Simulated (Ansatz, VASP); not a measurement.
# WS2 (Tungstenite): VASP beside Ansatz, part 2 of 2

Aim: how closely do two programs agree when they are given the same cell, functional and k mesh? The cell is taken from a series of VASP runs on this material, whose earlier steps may have relaxed, scaled or displaced it; both programs get it as it stands. Valence electrons are named where the data sets of a main pair hold unlike numbers.

VASP 6.6.1 and Ansatz 0.2.0.

So far: Set-up; VASP: relaxation of cell and atoms, r2SCAN; Ansatz: relaxation of cell and atoms, r2SCAN.

## (4) Differences

Known differences besides the potentials themselves: VASP keeps PBE cores, Ansatz makes them for the functional; both relaxations stop at a tolerance, which leaves soft axes loose, and VASP keeps its plane-wave basis; the data sets hold 52 valence electrons in Ansatz (on its default PAW (the set named soft_2) files) and 36 in VASP; the cutoff is 500 eV in Ansatz and 400 eV in VASP; Ansatz adds a Pulay correction to the stress that steers its cell, VASP none. Total energies have different zeros and are not compared.

Compared:

```csv
quantity,Ansatz,VASP,difference
volume (Å³),114.53,113.30,+1.08 %
"edge a after relaxation, in the typed setting (Å)",3.182,3.176,+0.18 %
"edge c after relaxation, in the typed setting (Å)",13.065,12.972,+0.71 %
```

The walks stopped with 0.00 GPa left in Ansatz and 0.02 GPa in VASP; each walk ends within a tolerance, so the volume difference is uncertain by about these residues over the bulk modulus, most in soft cells.

## (5) Ansatz: zone-centre phonons, r2SCAN

Second derivatives magnify differences that forces hide, and they need a tight electronic threshold.

The cell is taken from a series of VASP runs on this material, whose earlier steps may have relaxed, scaled or displaced it; both programs get it as it stands.

input.yaml

```yaml
crystal:
  lattice:
    - [3.175795417, 0.0, 0.0]
    - [-1.5878977085, 2.7503195083, 0.0]
    - [0.0, 0.0, 12.9718015124]
  atoms:
    - { symbol: W, position: [0.3333333333, 0.6666666667, 0.25] }
    - { symbol: W, position: [0.6666666667, 0.3333333333, 0.75] }
    - { symbol: S, position: [0.3333333333, 0.6666666667, 0.6298629521] }
    - { symbol: S, position: [0.6666666667, 0.3333333333, 0.1298629521] }
    - { symbol: S, position: [0.3333333333, 0.6666666667, 0.8701370479] }
    - { symbol: S, position: [0.6666666667, 0.3333333333, 0.3701370479] }
hamiltonian:
  xc: r2scan
  pseudopotentials: { kind: paw }
kpoints:
  mp_grid: { grid: [8, 8, 2] }
scf:
  occupations: { method: gaussian, width: 0.05 }
phonons:
  method: dfpt
  qpoints: [[0, 0, 0]]
```

Launch:

```sh
$ ansatz run input.yaml --threads 4 --pin off --max-ram 9216MiB --backend cpu --events-out ev --progress --plain --runs-dir out
```

Numbers of over 12 decimals in the logs are rounded to 6 here.

Log:

```text
[...]
Crystal: 6 atoms, lattice volume = 113.302 Å³
Basis set: ecut = 500 eV, 2873 PW (Γ), exchange–correlation on 120×120×480 points (125 copies of the dense FFT grid, shifted against one another)
Bands: 32, of which v1, the nominal top of the filled ones, is band 26 counted from 1 (25 counted from 0)
Symmetry: 24 space group operations
k-points: 42 of 128 (irreducible under 2 space group operations, time reversal used)
[...]
non-analytic LO–TO correction: not included (Born effective charges unavailable; polar crystals: no LO–TO splitting at Γ)
--- Phonons (arbitrary-q DFPT): 1 explicit q-point ---
  q = [0, 0, 0] (of the zone-centre solve; hermiticity 2.55e-6, symmetrization 3.27e-8): -0.00 -0.00 0.00 17.67 17.67 29.00 296.19 296.19 297.32 297.32 356.00 356.00 356.27 356.27 421.88 424.20 438.74 440.72
  sum rule: each row above includes the acoustic sum rule's correction from the zone centre's row sums; it moved no ω² by more than (1.67 cm⁻¹)²
[key lines of the parts left out:]
SCF converged after 10 iterations
Free energy (F): -24423.304501 eV
Fermi energy:    11.193615 eV
```

Run time: 64 s. Hardware: 4 threads of Arm Neoverse V2, shared host; peak memory 2.2 GiB; 4.1 min of CPU time.

## (6) VASP: zone-centre phonons, r2SCAN

The same cell, functional, mesh and smearing now go to VASP, with its own data sets.

INCAR

```
SYSTEM = WS2
PREC = Accurate
ENCUT = 400
EDIFF = 1E-08
NELM = 100
ISMEAR = 0
SIGMA = 0.05
LREAL = .FALSE.
ALGO = Normal
METAGGA = R2SCAN
LASPH = .TRUE.
NBANDS = 24
LORBIT = 11
LWAVE = .FALSE.
LCHARG = .FALSE.
KPAR = 4
IBRION = 6
NFREE = 2
POTIM = 0.015
ISIF = 2
NSW = 1
```

POSCAR

```
WS2
1.0
    3.1757954170      0.0000000000      0.0000000000
   -1.5878977085      2.7503195083      0.0000000000
    0.0000000000      0.0000000000     12.9718015124
W S
2 4
Direct
    0.3333333333      0.6666666667      0.2500000000
    0.6666666667      0.3333333333      0.7500000000
    0.3333333333      0.6666666667      0.6298629521
    0.6666666667      0.3333333333      0.1298629521
    0.3333333333      0.6666666667      0.8701370479
    0.6666666667      0.3333333333      0.3701370479
```

KPOINTS

```
Automatic mesh
0
Gamma
8 8 2
0 0 0
```

Potentials, in the order of the species: W and S (PBE family, release 64).

Launch:

```sh
$ mpirun -np 4 vasp_std
```

Log:

```text
[banner, memory and clock lines left out]
running    4 mpi-ranks, on    1 nodes
[...]
[... a notice as in an earlier step ...]

 LDA part: xc-table for (None), standard interpolation
 POSCAR, INCAR and KPOINTS ok, starting setup
[...]
entering main loop
       N       E                     dE             d eps       ncg     rms          rms(c)
[... 13 cycles as in an earlier step ...]
DAV:  14    -0.140352480096E+03   -0.88488E-07   -0.32968E-06  1320   0.122E-02    0.261E-02
DAV:  15    -0.140352479752E+03    0.34400E-06   -0.10990E-06  1376   0.628E-03    0.616E-03
DAV:  16    -0.140352479698E+03    0.54084E-07   -0.19334E-07  1272   0.321E-03    0.427E-03
DAV:  17    -0.140352479771E+03   -0.72439E-07   -0.27763E-08  1080   0.108E-03    0.103E-03
DAV:  18    -0.140352479781E+03   -0.10375E-07   -0.24046E-09   744   0.318E-04    0.457E-04
DAV:  19    -0.140352479776E+03    0.52987E-08   -0.15237E-09   752   0.240E-04
   1 F= -.14035248E+03 E0= -.14035248E+03  d E =-.110614E-11
[... from here on, the cycles between the ionic steps are left out ...]
   2 F= -.14034998E+03 E0= -.14034998E+03  d E =-.380585E-12
   3 F= -.14034998E+03 E0= -.14034998E+03  d E =-.698144E-13
   4 F= -.14034869E+03 E0= -.14034869E+03  d E =-.215615E-11
   5 F= -.14034869E+03 E0= -.14034869E+03  d E =-.216014E-11
   6 F= -.14035126E+03 E0= -.14035126E+03  d E =-.327458E-12
   7 F= -.14035126E+03 E0= -.14035126E+03  d E =-.264571E-12
   8 F= -.14035034E+03 E0= -.14035034E+03  d E =-.616962E-11
   9 F= -.14035032E+03 E0= -.14035032E+03  d E =-.246450E-12
 Finite differences progress:
  Degree of freedom:   4/  4
  Displacement:        2/  2
  Total:               8/  8
```

Parts of OUTCAR (step 6):

```text
  FREE ENERGIE OF THE ION-ELECTRON SYSTEM (eV)
  ---------------------------------------------------
  free  energy   TOTEN  =      -140.3503184045 eV

  energy  without entropy=     -140.3503184045  energy(sigma->0) =     -140.35031840

[... 1 part as in an earlier step ...]

[... 1 further part left out ...]
[key lines of the parts left out:]
E-fermi :   5.6141
```

The last energy, forces, stress and levels in OUTCAR belong to the last displaced cell, not to the cell of POSCAR.

Levels, forces or a CONTCAR printed for this step are those of its last displaced cell, not of the structure at rest.

## (7) Side by side

What differs besides the data sets and the points named for the pairs above, as far as they apply: the data sets hold 52 valence electrons in Ansatz (on its default PAW (the set named soft_2) files) and 36 in VASP; VASP uses finite displacements, Ansatz perturbation theory. Total energies have different zeros and are not compared.

Both answers:

```csv
quantity,Ansatz,VASP,difference
optical mode 1 to 2 (cm⁻¹),17.7,17.9,-0.2
optical mode 3 (cm⁻¹),29.0,29.0,0.0
optical mode 4 to 5 (cm⁻¹),296.2,297.2,-0.35 %
optical mode 6 to 7 (cm⁻¹),297.3,298.4,-0.35 %
optical mode 8 to 9 (cm⁻¹),356.0,356.7,-0.19 %
optical mode 10 to 11 (cm⁻¹),356.3,356.9,-0.19 %
optical mode 12 (cm⁻¹),421.9,424.1,-0.53 %
optical mode 13 (cm⁻¹),424.2,426.4,-0.51 %
optical mode 14 (cm⁻¹),438.7,438.6,+0.02 %
optical mode 15 (cm⁻¹),440.7,440.6,+0.04 %
```

Modes are paired by rising frequency, not by their patterns, so a pair may set unlike modes beside each other; they are those without the splitting of longitudinal modes.

## (8) Summary of results

| Item | Value |
| --- | --- |
| difference in volume (relaxation of cell and atoms, r2SCAN) | 1.1 % |
| r.m.s. difference of the optical zone-centre modes, each program's sorted by frequency (zone-centre phonons, r2SCAN) | 1.0 cm⁻¹ |
| difference in optical mode 12 (zone-centre phonons, r2SCAN) | -0.5 % |

**Reading.** The difference in volume is 1.1 % (relaxation of cell and atoms, r2SCAN), within the 1.2 % picked in this series as the mark of a large difference, as far as the stopping tolerances let one tell. The data sets hold unlike numbers of valence electrons (52 in Ansatz and 36 in VASP), so part of the differences comes from the potentials. Among the rows given in per cent, the largest difference of the zone-centre phonons, r2SCAN pair is in optical mode 12, -0.5 %. Such differences can come from data sets, numerical settings and the points named under the comparisons, not from the functional's error against experiment.

[Lines on the potential files, build, host, timing and source positions are cut from VASP's logs without a mark.]

[Logs are printed without paths, hosts, clocks, repeated set-up lines and the standing remarks that a program may print on its own settings, such as how far it seeks lower states.]

[Hosts, paths, dates, database ids (printed as entryN), source tags and the programs' standing remarks are cut or masked in the printed files.]
